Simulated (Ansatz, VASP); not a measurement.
# LiCaCl3 in two plane-wave programs, part 3 of 3

One calculation is typed for both programs; each brings its own data sets and cutoff. How far apart do they land? The cell is invented: As first built, before any earlier steps moved the atoms (in the runner's words): it takes the KCaCl3 structure with some of its atoms replaced by other elements, volume scaled by an estimate. It may not be a known or stable phase. The cell is taken from a series of VASP runs on this material, whose earlier steps may have relaxed, scaled or displaced it; both programs get it as it stands.

VASP 6.6.1 and Ansatz 0.2.0.

So far: The starting structure; Ansatz: zone-centre phonons, LDA; VASP: zone-centre phonons, LDA.

## (3) VASP: zone-centre phonons, LDA (continued)

Level of this step: LDA; plane waves and PAW (Ca_sv, Cl, Li_sv); invented cell (VASP).

Numbers of over 12 decimals in the logs are rounded to 6 here.

From OUTCAR (step 3):

```text
ion  position               nearest neighbor table
   1  0.500  0.500  0.500-   2 2.60   3 2.60   4 2.60   4 2.60   3 2.60   2 2.60
   2  0.000  0.500  0.500-   1 2.60   1 2.60
   3  0.500  0.000  0.500-   1 2.60   1 2.60
   4  0.500  0.500  0.000-   1 2.60   1 2.60
   5  0.000  0.000  0.000-

  LATTYP: Found a simple cubic cell.
 ALAT       =     5.1905172462

 Subroutine GETGRP returns: Found 48 space group operations
 (whereof 48 operations were pure point group operations)

The static configuration has the point symmetry O_h .

 Found     10 irreducible k-points:

   k-points           NKPTS =     10   k-points in BZ     NKDIM =     10   number of bands    NBANDS=     23

   dimension x,y,z NGX =    48 NGY =   48 NGZ =   48
   dimension x,y,z NGXF=    96 NGYF=   96 NGZF=   96

   ENCUT  =  650.0 eV  47.77 Ry    6.91 a.u.  10.79 10.79 10.79*2*pi/ulx,y,z

   NELECT =      34.0000    total number of electrons

 k-points in reciprocal lattice and weights: Automatic mesh
   0.00000000  0.00000000  0.00000000       0.008
   0.20000000  0.00000000  0.00000000       0.048
   0.40000000  0.00000000  0.00000000       0.048
   0.20000000  0.20000000  0.00000000       0.096
   0.40000000  0.20000000  0.00000000       0.192
   0.40000000  0.40000000  0.00000000       0.096
   0.20000000  0.20000000  0.20000000       0.064
   0.40000000  0.20000000  0.20000000       0.192
   0.40000000  0.40000000  0.20000000       0.192
   0.40000000  0.40000000  0.40000000       0.064

 average (electrostatic) potential at core
       1 -46.9453       2 -97.9367       3 -97.9367       4 -97.9367       5 -69.4817

  Total        0.0139103      0.0139103      0.0139103      0.0000000     -0.0000000      0.0000000
  in kB        0.1593726      0.1593726      0.1593726      0.0000000     -0.0000000      0.0000000
  external PRESSURE =       0.1593726 kB  Pullay stress =       0.0000000 kB

  energy-cutoff  :      650.00
  volume of cell :      139.84
      direct lattice vectors                 reciprocal lattice vectors
     5.190517246  0.000000000  0.000000000     0.192659027  0.000000000  0.000000000
     0.000000000  5.190517246  0.000000000     0.000000000  0.192659027  0.000000000
     0.000000000  0.000000000  5.190517246     0.000000000  0.000000000  0.192659027

 POSITION                                       TOTAL-FORCE (eV/Angst)
 -----------------------------------------------------------------------------------
      2.59526      2.59526      2.59526         0.000000      0.000000      0.000000
      0.00000      2.59526      2.59526         0.000000      0.000000      0.000000
      2.59526      0.00000      2.59526         0.000000      0.000000      0.000000
      2.59526      2.59526      0.00000         0.000000      0.000000      0.000000
      0.00000      0.00000      0.00000         0.000000      0.000000      0.000000
 -----------------------------------------------------------------------------------
    total drift:                                0.000000     -0.000000     -0.000000

 MACROSCOPIC STATIC DIELECTRIC TENSOR (including local field effects in DFT)
[...]
2     0.00000    -0.88103     0.00000
    3    -0.00000    -0.00000    -1.97423
 ion    5
    1     1.35437    -0.00000    -0.00000
    2    -0.00000     1.35437     0.00000
    3    -0.00000    -0.00000     1.35437

 Eigenvectors and eigenvalues of the dynamical matrix
 ----------------------------------------------------

   1 f  =    9.833261 THz    61.784202 2PiTHz  328.002288 cm-1    40.667082 meV
             X         Y         Z           dx          dy          dz
      2.595259  2.595259  2.595259     0.621906    0.096261    0.000000
      0.000000  2.595259  2.595259    -0.764561    0.007895   -0.000000
      2.595259  0.000000  2.595259     0.051007   -0.118341   -0.000000
      2.595259  2.595259  0.000000     0.051007    0.007895    0.000000
      0.000000  0.000000  0.000000     0.008883    0.001375   -0.000000

   2 f  =    9.833261 THz    61.784202 2PiTHz  328.002288 cm-1    40.667082 meV
             X         Y         Z           dx          dy          dz
      2.595259  2.595259  2.595259     0.096261   -0.621906   -0.000000
      0.000000  2.595259  2.595259    -0.118341   -0.051007    0.000000
      2.595259  0.000000  2.595259     0.007895    0.764561    0.000000
      2.595259  2.595259  0.000000     0.007895   -0.051007   -0.000000
      0.000000  0.000000  0.000000     0.001375   -0.008883    0.000000

   3 f  =    9.833261 THz    61.784202 2PiTHz  328.002288 cm-1    40.667082 meV
             X         Y         Z           dx          dy          dz
      2.595259  2.595259  2.595259    -0.000000   -0.000000    0.629312
      0.000000  2.595259  2.595259     0.000000   -0.000000    0.051614
      2.595259  0.000000  2.595259    -0.000000    0.000000    0.051614
      2.595259  2.595259  0.000000    -0.000000   -0.000000   -0.773665
      0.000000  0.000000  0.000000    -0.000000   -0.000000    0.008989

   4 f  =    3.057408 THz    19.210260 2PiTHz  101.984149 cm-1    12.644417 meV
             X         Y         Z           dx          dy          dz
      2.595259  2.595259  2.595259     0.568888   -0.151890   -0.000639
      0.000000  2.595259  2.595259     0.401476    0.116558    0.000491
      2.595259  0.000000  2.595259    -0.436554   -0.107192    0.000491
      2.595259  2.595259  0.000000    -0.436554    0.116558   -0.000451
      0.000000  0.000000  0.000000    -0.259769    0.069357    0.000292

   5 f  =    3.057408 THz    19.210260 2PiTHz  101.984149 cm-1    12.644417 meV
             X         Y         Z           dx          dy          dz
      2.595259  2.595259  2.595259    -0.151890   -0.568888    0.000197
      0.000000  2.595259  2.595259    -0.107192    0.436555   -0.000152
      2.595259  0.000000  2.595259     0.116558   -0.401476   -0.000152
      2.595259  2.595259  0.000000     0.116558    0.436555    0.000139
      0.000000  0.000000  0.000000     0.069357    0.259770   -0.000090

   6 f  =    3.057408 THz    19.210260 2PiTHz  101.984149 cm-1    12.644417 meV
             X         Y         Z           dx          dy          dz
      2.595259  2.595259  2.595259    -0.000669   -0.000026   -0.588816
      0.000000  2.595259  2.595259    -0.000472    0.000020    0.451847
      2.595259  0.000000  2.595259     0.000513   -0.000018    0.451847
      2.595259  2.595259  0.000000     0.000513    0.000020   -0.415540
      0.000000  0.000000  0.000000     0.000305    0.000012    0.268869

   7 f  =    0.045992 THz     0.288977 2PiTHz    1.534133 cm-1     0.190208 meV
             X         Y         Z           dx          dy          dz
      2.595259  2.595259  2.595259    -0.026215   -0.001425   -0.504852
      0.000000  2.595259  2.595259    -0.024795   -0.001359   -0.481467
      2.595259  0.000000  2.595259    -0.025000   -0.001348   -0.481467
      2.595259  2.595259  0.000000    -0.025000   -0.001359   -0.477514
      0.000000  0.000000  0.000000    -0.011702   -0.000636   -0.225359

   8 f  =    0.045992 THz     0.288977 2PiTHz    1.534133 cm-1     0.190208 meV
             X         Y         Z           dx          dy          dz
      2.595259  2.595259  2.595259     0.034003   -0.504389   -0.000342
      0.000000  2.595259  2.595259     0.032162   -0.481026   -0.000326
      2.595259  0.000000  2.595259     0.032428   -0.477077   -0.000326
      2.595259  2.595259  0.000000     0.032428   -0.481026   -0.000323
      0.000000  0.000000  0.000000     0.015179   -0.225152   -0.000153

   9 f  =    0.045992 THz     0.288977 2PiTHz    1.534133 cm-1     0.190208 meV
             X         Y         Z           dx          dy          dz
      2.595259  2.595259  2.595259    -0.503707   -0.033975    0.026251
      0.000000  2.595259  2.595259    -0.476432   -0.032402    0.025035
      2.595259  0.000000  2.595259    -0.480376   -0.032136    0.025035
      2.595259  2.595259  0.000000    -0.480376   -0.032402    0.024830
      0.000000  0.000000  0.000000    -0.224848   -0.015166    0.011718

  10 f/i=    1.519070 THz     9.544599 2PiTHz   50.670725 cm-1     6.282366 meV
             X         Y         Z           dx          dy          dz
      2.595259  2.595259  2.595259     0.000000    0.000000   -0.000000
      0.000000  2.595259  2.595259     0.000000   -0.703579    0.069239
      2.595259  0.000000  2.595259    -0.013526    0.000000   -0.069239
      2.595259  2.595259  0.000000     0.013526    0.703579   -0.000000
      0.000000  0.000000  0.000000     0.000000   -0.000000   -0.000000

  11 f/i=    1.519070 THz     9.544599 2PiTHz   50.670725 cm-1     6.282366 meV
             X         Y         Z           dx          dy          dz
      2.595259  2.595259  2.595259     0.000000    0.000000   -0.000000
      0.000000  2.595259  2.595259     0.000000    0.026937    0.138370
      2.595259  0.000000  2.595259    -0.692913    0.000000   -0.138370
      2.595259  2.595259  0.000000     0.692913   -0.026937   -0.000000
      0.000000  0.000000  0.000000     0.000000    0.000000   -0.000000

  12 f/i=    1.519070 THz     9.544599 2PiTHz   50.670725 cm-1     6.282366 meV
             X         Y         Z           dx          dy          dz
      2.595259  2.595259  2.595259     0.000000    0.000000    0.000000
      0.000000  2.595259  2.595259    -0.000000   -0.065202   -0.689971
      2.595259  0.000000  2.595259    -0.140318    0.000000    0.689971
      2.595259  2.595259  0.000000     0.140318    0.065202    0.000000
      0.000000  0.000000  0.000000    -0.000000    0.000000    0.000000

  13 f/i=    5.371057 THz    33.747344 2PiTHz  179.159163 cm-1    22.212895 meV
             X         Y         Z           dx          dy          dz
      2.595259  2.595259  2.595259     0.039389    0.011782   -0.002685
      0.000000  2.595259  2.595259     0.011004   -0.070473    0.016058
      2.595259  0.000000  2.595259    -0.235602    0.003292    0.016058
      2.595259  2.595259  0.000000    -0.235602   -0.070473   -0.000750
      0.000000  0.000000  0.000000     0.895148    0.267756   -0.061011

  14 f/i=    5.371057 THz    33.747344 2PiTHz  179.159163 cm-1    22.212895 meV
             X         Y         Z           dx          dy          dz
      2.595259  2.595259  2.595259    -0.011806    0.039473    0.000014
      0.000000  2.595259  2.595259    -0.003298   -0.236105   -0.000085
      2.595259  0.000000  2.595259     0.070618    0.011027   -0.000085
      2.595259  2.595259  0.000000     0.070618   -0.236105    0.000004
      0.000000  0.000000  0.000000    -0.268306    0.897060    0.000324

  15 f/i=    5.371057 THz    33.747344 2PiTHz  179.159163 cm-1    22.212895 meV
             X         Y         Z           dx          dy          dz
      2.595259  2.595259  2.595259    -0.002576   -0.000756   -0.041113
      0.000000  2.595259  2.595259    -0.000720    0.004520    0.245916
      2.595259  0.000000  2.595259     0.015409   -0.000211    0.245916
      2.595259  2.595259  0.000000     0.015409    0.004520   -0.011486
      0.000000  0.000000  0.000000    -0.058545   -0.017173   -0.934335

 MACROSCOPIC STATIC DIELECTRIC TENSOR IONIC CONTRIBUTION
 ------------------------------------------------------
           1.475276    -0.000000     0.000000
          -0.000000     1.475276     0.000000
           0.000000     0.000000     1.475276
 ------------------------------------------------------

 ELASTIC MODULI CONTR FROM IONIC RELAXATION (kBar)
 Direction    XX          YY          ZZ          XY          YZ          ZX
 --------------------------------------------------------------------------------
 XX           0.0000      0.0000      0.0000      0.0000      0.0000      0.0000
 YY           0.0000      0.0000      0.0000      0.0000      0.0000      0.0000
 ZZ           0.0000      0.0000      0.0000      0.0000      0.0000      0.0000
 XY           0.0000      0.0000      0.0000      0.0000      0.0000      0.0000
 YZ           0.0000      0.0000      0.0000      0.0000      0.0000      0.0000
 ZX           0.0000      0.0000      0.0000      0.0000      0.0000      0.0000
 --------------------------------------------------------------------------------

 PIEZOELECTRIC TENSOR IONIC CONTR  for field in x, y, z        (C/m^2)
          XX          YY          ZZ          XY          YZ          ZX
  --------------------------------------------------------------------------------
  x     0.00000     0.00000     0.00000     0.00000     0.00000     0.00000
  y     0.00000     0.00000     0.00000     0.00000     0.00000     0.00000
  z     0.00000     0.00000     0.00000     0.00000     0.00000     0.00000
```

With imaginary modes the cell is no minimum, so the ionic parts of its dielectric, piezoelectric and elastic tensors have no meaning.

## (4) Side by side

Known differences besides the potentials themselves: the two LDA forms differ slightly; the cutoff is 420 eV in Ansatz and 650 eV in VASP; VASP's log shows a relativistic correction to its local exchange, Ansatz's none. Total energies have different zeros and are not compared.

Compared:

```tsv
quantity	Ansatz	VASP	difference
ε∞ xx	2.73	2.74	-0.08 %
ε∞ yy	2.73	2.74	-0.08 %
ε∞ zz	2.73	2.74	-0.08 %
Born charge of Ca1 (mean of the diagonal) (e)	2.38	2.38	0.00
Born charge of Cl2 (mean of the diagonal) (e)	-1.24	-1.25	0.00
Born charge of Li5 (mean of the diagonal) (e)	1.35	1.35	0.00
optical mode 1 to 3 (imaginary, printed as negative) (cm⁻¹)	-184.2	-179.2	-5.1
optical mode 4 to 6 (imaginary, printed as negative) (cm⁻¹)	-47.2	-50.7	+3.4
optical mode 7 to 9 (cm⁻¹)	102.3	102.0	+0.27 %
optical mode 10 to 12 (cm⁻¹)	324.2	328.0	-1.15 %
```

Modes are paired by rising frequency and degeneracy, not by their patterns, so a pair may still set unlike modes beside each other.

## (5) Other set-ups

Further runs change the set-up of one program: Ansatz's method, potentials or start, or VASP's data sets, cutoff or form of LDA. The table gives Ansatz less VASP for each quantity, since a change that brings one quantity closer may part another.

```tsv
run	optical mode 1 to 3 (imaginary, printed as negative) (cm⁻¹)	optical mode 4 to 6 (imaginary, printed as negative) (cm⁻¹)	optical mode 7 to 9 (%)	optical mode 10 to 12 (%)
as above	-5.1	3.4	0.27	-1.1
Ansatz's all-electron LAPW method	-5.0	3.4	0.22	-1.1
```

## (6) Summary of results

| Property | Result |
| --- | --- |
| r.m.s. difference of the optical zone-centre modes, each program's sorted by frequency (zone-centre phonons, LDA) | 3.6 cm⁻¹ |
| difference in optical mode 10 to 12 (zone-centre phonons, LDA) | -1.1 % |

In words: The r.m.s. difference of the optical zone-centre modes, each program's sorted by frequency is 3.6 cm⁻¹ (zone-centre phonons, LDA). Among the rows given in per cent, the largest difference of the zone-centre phonons, LDA pair is in optical mode 10 to 12, -1.1 %. For zone-centre phonons, LDA, no further run moves any of the tabulated differences by more than a quarter of its size. Such differences can come from data sets, numerical settings and the points named under the comparisons, not from the functional's error against experiment.

[Lines on the potential files, build, host, timing and source positions are cut from VASP's logs without a mark.]

[Logs are printed without paths, hosts, clocks, repeated set-up lines and the standing remarks that a program may print on its own settings, such as how far it seeks lower states.]

[Hosts, paths, dates, database ids (printed as entryN), source tags and the programs' standing remarks are cut or masked in the printed files.]
